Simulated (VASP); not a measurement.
Method: PBEsol GGA, VASP's PBE PAW potentials (set 64) (plane waves; VASP).

A VASP calculation is set up with these files.

**KPOINTS**
```
Automatic
0
G
  6 6 6
```

### INCAR
```
# general
SYSTEM  = DyPb3
PREC    = Accurate
ENCUT   = 480
LREAL   = .FALSE.
LASPH   = .TRUE.

# electronic loop
EDIFF   = 1E-7
NELM    = 100
ALGO    = Normal
LMAXMIX = 6

# smearing
ISMEAR  = 1
SIGMA   = 0.1

# functional
GGA     = PS

# ions
ISIF    = 2

# output
LWAVE   = .FALSE.
LCHARG  = .FALSE.
```

File POSCAR:
```
DyPb3
4.8677860
  1.0000000745   0.0000000000   0.0000000000
  0.0000000000   1.0000000745   0.0000000000
  0.0000000000   0.0000000000   1.0000000745
Dy Pb
1 3
Cart
  0.0000000000   0.0000000000   0.0000000000
  0.0000000000   0.5000000372   0.5000000372
  0.5000000372   0.0000000000   0.5000000372
  0.5000000372   0.5000000372   0.0000000000
```

POTCAR, in this order: Dy_3 Pb_d (PBE.64 set). Program: vasp_std.

### Question
What will the output report for the number of irreducible k-points (NKPTS), number of bands (NBANDS), largest plane-wave count, number of space-group operations, FFT grid (NGX, NGY, NGZ)?

### Answer

* **number of irreducible k-points (NKPTS)**: 20
* **number of bands (NBANDS)**: 30
* **largest plane-wave count**: 2800
* **number of space-group operations**: 48
* **FFT grid (NGX, NGY, NGZ)**: 36 × 36 × 36

The structure comes from a computed database's DyPb3 entry (Pm-3m); how it stands against other phases isn't given here. This cell was strained or had an atom moved on purpose. The electron count is odd and the run is not spin-polarised, which forces a metal. The 4f electrons are frozen in the core of the lanthanide potential, so 4f levels, which can set the real gap, and their magnetism are missing.
